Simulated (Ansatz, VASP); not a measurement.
# TiC in two plane-wave programs, part 2 of 2

Wanted: the spread between two codes on one cell, functional and k mesh. The cell is taken from a series of runs on this material, whose earlier steps may have relaxed, scaled, displaced or heated it; both programs get it as it stands.

VASP 6.6.1 and Ansatz 0.2.0.

So far. Step 3 (Ansatz: single point, LDA, pair 1): The run ends at a pressure of 19.75 GPa. Step 5 (VASP: single point, LDA, pair 2): The run ends at a pressure of 28.02 GPa.

## 6. Ansatz: single point, LDA, pair 2

Level of this step: Ansatz beside VASP: Kohn-Sham DFT, plane waves, LDA (Ansatz).

The same cell, functional (in two slightly different forms), mesh and smearing now go to Ansatz, which takes its cutoff from its data sets.

The cell is taken from a series of runs on this material, whose earlier steps may have relaxed, scaled, displaced or heated it; both programs get it as it stands.

File input.yaml:

```yaml
crystal:
  lattice:
    - [0.0, 2.0720162474, 2.0720162474]
    - [2.0720162474, 0.0, 2.0720162474]
    - [2.0720162474, 2.0720162474, 0.0]
  atoms:
    - { symbol: C, position: [0.5, 0.5, 0.5] }
    - { symbol: Ti, position: [0.0, 0.0, 0.0] }
kpoints:
  mp_grid: { grid: [16, 16, 16] }
hamiltonian:
  xc: lda
  pseudopotentials: { kind: paw, azcp: { folder: soft_1 }, xc_functional: pbe }
scf:
  occupations: { method: methfessel_paxton, width: 0.2 }
output:
  forces: true
  stress: true
  eigenvalues: true
```

The run is started by

```bash
ansatz run input.yaml --threads 4 --pin off --max-ram 10240MiB --backend cpu --events-out ev --progress --plain --runs-dir out
```

Numbers of over 12 decimals in the logs are rounded to 6 here.

What it wrote:

```text
[...]
Crystal: 2 atoms, lattice volume = 17.791 Å³
Basis set: ecut = 420 eV, 331 PW (Γ)
Bands: 12, of which v1, the nominal top of the filled ones, is band 8 counted from 1 (7 counted from 0)
Symmetry: 48 space group operations
[...]
k-points: 145 of 4096
[...]
--- Band table (eV; the first three rows and the last of 145) ---
  k-point 0: bands = [... 4 lower, 3.9010, 17.3678, 17.3678, 17.3678, 18.5678, 18.5678, 18.5678, 18.7122]
  k-point 1: bands = [... 4 lower, 4.0066, 16.8847, 17.1704, 17.1704, 17.8273, 17.8273, 18.8531, 19.8065]
  k-point 2: bands = [... 4 lower, 4.3157, 15.9394, 16.3278, 16.3278, 17.8919, 17.8919, 19.2658, 21.0407]
  k-point 144: bands = [... 4 lower, 7.0125, 13.3500, 13.3500, 13.6826, 19.9313, 19.9313, 20.8800, 22.9210]
[key lines of the parts left out:]
SCF converged after 6 iterations
Free energy (F): -2695.061269 eV
Fermi energy:    16.693833 eV
P = ⅓ Tr σ = 27.7737 GPa (277.737 kbar)
```

The run ends at a pressure of 27.77 GPa.

## 7. Comparison

Compared:

| quantity | Ansatz | VASP | difference |
| --- | --- | --- | --- |
| pressure (GPa) | 27.77 | 28.02 | -0.24 |

## 8. VASP: single point, LDA, pair 3

A single point gives forces, pressure and levels at one fixed geometry, so differences don't come from the geometry; what else differs is listed under the comparison. The cell compared in this pair holds 17.40 Å³, against 17.79 Å³ for the pair before.

File INCAR:

```
SYSTEM = TiC
PREC = Accurate
ENCUT = 600
EDIFF = 1E-06
NELM = 120
ISMEAR = 1
SIGMA = 0.2
LREAL = .FALSE.
ALGO = Normal
GGA = PW92
NBANDS = 14
LASPH = .TRUE.
LORBIT = 11
LWAVE = .FALSE.
LCHARG = .FALSE.
ISIF = 2
GGA_COMPAT = .FALSE.
```

File POSCAR:

```
TiC
1.0
    0.0000000000      2.0568915020      2.0568915020
    2.0568915020      0.0000000000      2.0568915020
    2.0568915020      2.0568915020      0.0000000000
C Ti
1 1
Direct
    0.5000000000      0.5000000000      0.5000000000
    0.0000000000      0.0000000000      0.0000000000
```

File KPOINTS:

```
Automatic mesh
0
Gamma
16 16 16
0 0 0
```

The projector-augmented-wave data sets are C and Ti_sv (LDA family, release 64).

The run is started by

```bash
mpirun -np 1 vasp_std
```

What it wrote:

```text
[... set-up lines as in an earlier step ...]
 entering main loop
       N       E                     dE             d eps       ncg     rms          rms(c)
DAV:   1     0.126870787813E+03    0.12687E+03   -0.89753E+03  4072   0.155E+03
DAV:   2    -0.172519981516E+02   -0.14412E+03   -0.13520E+03  4318   0.374E+02
DAV:   3    -0.251377250581E+02   -0.78857E+01   -0.77024E+01  5214   0.858E+01
DAV:   4    -0.254645380847E+02   -0.32681E+00   -0.32654E+00  5102   0.158E+01
[...]
DAV:  12    -0.203286757809E+02    0.97884E-05   -0.92897E-05  4534   0.137E-01    0.196E-02
DAV:  13    -0.203286671503E+02    0.86306E-05   -0.21222E-05  4768   0.700E-02    0.313E-03
DAV:  14    -0.203286669039E+02    0.24648E-06   -0.11790E-06  3444   0.184E-02
   1 F= -.20328667E+02 E0= -.20328632E+02  d E =-.105499E-03
```

From OUTCAR (step 8):

```text
  Total        4.0043602      4.0043602      4.0043602      0.0000000      0.0000000     -0.0000000
  in kB      368.6205721    368.6205721    368.6205721      0.0000000      0.0000000     -0.0000000
  external PRESSURE =     368.6205721 kB  Pullay stress =       0.0000000 kB

 POSITION                                       TOTAL-FORCE (eV/Angst)
 -----------------------------------------------------------------------------------
      2.05689      2.05689      2.05689         0.000000      0.000000     -0.000000
      0.00000      0.00000      0.00000         0.000000      0.000000      0.000000
 -----------------------------------------------------------------------------------
    total drift:                                0.000000     -0.000000     -0.000000

  FREE ENERGIE OF THE ION-ELECTRON SYSTEM (eV)
  ---------------------------------------------------
  free  energy   TOTEN  =       -20.3286669039 eV

  energy  without entropy=      -20.3285614044  energy(sigma->0) =      -20.32863174

[... 1 part as in an earlier step ...]

[... 2 further parts left out ...]
[key lines of the parts left out:]
E-fermi :  11.1666
```

The run ends at a pressure of 36.86 GPa.

## 9. Ansatz: single point, LDA, pair 3

The same cell, functional (in two slightly different forms), mesh and smearing now go to Ansatz, which takes its cutoff from its data sets.

The cell is taken from a series of runs on this material, whose earlier steps may have relaxed, scaled, displaced or heated it; both programs get it as it stands.

input.yaml, the sections that differ from step 6:

```yaml
crystal:
  lattice:
    - [0.0, 2.056891502, 2.056891502]
    - [2.056891502, 0.0, 2.056891502]
    - [2.056891502, 2.056891502, 0.0]
  atoms:
    - { symbol: C, position: [0.5, 0.5, 0.5] }
    - { symbol: Ti, position: [0.0, 0.0, 0.0] }
# kpoints, hamiltonian, scf, output: as in step 6
```

The run is started by

```bash
ansatz run input.yaml --threads 4 --pin off --max-ram 10240MiB --backend cpu --events-out ev --progress --plain --runs-dir out
```

What it wrote:

```text
[...]
Crystal: 2 atoms, lattice volume = 17.405 Å³
Basis set: ecut = 420 eV, 331 PW (Γ)
Bands: 12, of which v1, the nominal top of the filled ones, is band 8 counted from 1 (7 counted from 0)
Symmetry: 48 space group operations
[...]
k-points: 145 of 4096
[...]
--- Band table (eV; the first three rows and the last of 145) ---
  k-point 0: bands = [... 4 lower, 4.2333, 17.7904, 17.7904, 17.7904, 19.0189, 19.0189, 19.0189, 19.1819]
  k-point 1: bands = [... 4 lower, 4.3421, 17.2981, 17.5909, 17.5909, 18.2661, 18.2661, 19.3136, 20.2958]
  k-point 2: bands = [... 4 lower, 4.6599, 16.3385, 16.7319, 16.7319, 18.3313, 18.3313, 19.7411, 21.5604]
  k-point 144: bands = [... 4 lower, 7.3719, 13.7388, 13.7388, 14.0472, 20.4344, 20.4344, 21.4239, 23.5206]
[key lines of the parts left out:]
SCF converged after 6 iterations
Free energy (F): -2694.983666 eV
Fermi energy:    17.116826 eV
P = ⅓ Tr σ = 36.6536 GPa (366.536 kbar)
```

The run ends at a pressure of 36.65 GPa.

## 10. Differences

Both answers:

| quantity | Ansatz | VASP | difference |
| --- | --- | --- | --- |
| pressure (GPa) | 36.65 | 36.86 | -0.21 |

## 11. Summary of results

| Item | Value |
| --- | --- |
| difference in pressure (single point, LDA, pair 1) | -0.24 GPa |
| difference in pressure (single point, LDA, pair 2) | -0.24 GPa |
| difference in pressure (single point, LDA, pair 3) | -0.21 GPa |

The difference in pressure is -0.24 GPa (single point, LDA, pair 2), within the 1 GPa picked in this series as the mark of a large difference. 5 further runs of this series are not shown here. Such differences can come from data sets, numerical settings and the points named under the comparisons, not from the functional's error against experiment.

[Lines on the potential files, build, host, timing and source positions are cut from VASP's logs without a mark.]

[Logs are printed without paths, hosts, clocks, repeated set-up lines and the standing remarks that a program may print on its own settings, such as how far it seeks lower states.]

[Hosts, paths, dates, database ids (printed as entryN), source tags and the programs' standing remarks are cut or masked in the printed files.]
